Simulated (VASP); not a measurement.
Method: PBEsol GGA, VASP's PBE PAW potentials (set 64) (plane waves; VASP 6.6.1).

Input for VASP

### INCAR
```
SYSTEM = SrVO3
PREC = Accurate
ENCUT = 620
EDIFF = 1E-6
NELM = 100
ALGO = Normal
LREAL = .FALSE.
LASPH = .TRUE.
ISMEAR = 1
SIGMA = 0.1
GGA = PS
LMAXMIX = 4
LWAVE = .FALSE.
LCHARG = .FALSE.
IBRION = 2
ISIF = 3
NSW = 40
EDIFFG = -0.02
PSTRESS = 100
```

POSCAR:
```
SrVO3
1
    3.7569089176     0.0000000000     0.0000000000
   -0.0000000000     3.7569089176    -0.0000000000
   -0.0000000000    -0.0000000000     3.7569089176
Sr V O
1 1 3
Direct
  0.0000000000   0.0000000000   0.0000000000
  0.5000000000   0.5000000000   0.5000000000
  0.5000000000   0.0000000000   0.5000000000
  0.0000000000   0.5000000000   0.5000000000
  0.5000000000   0.5000000000   0.0000000000
```

File KPOINTS:
```
K-points
0
gamma
8 8 8
```

POTCAR, in this order: Sr_sv V_sv O (PBE.64 set). Program: vasp_std.

What will the output report for the number of irreducible k-points (NKPTS), largest plane-wave count, number of space-group operations, FFT grid (NGX, NGY, NGZ)?

```
Quantity                                       Value
--------------------------------------  ------------
number of irreducible k-points (NKPTS)            35
largest plane-wave count                        1877
number of space-group operations                  48
FFT grid (NGX, NGY, NGZ)                32 × 32 × 32
```

The compound is SrVO3 in the cubic perovskite structure. It was relaxed first under an external pressure of 10 GPa. The run is not spin-polarised, so no magnetic state was tried. The electron count is odd and the run is not spin-polarised, which forces a metal.
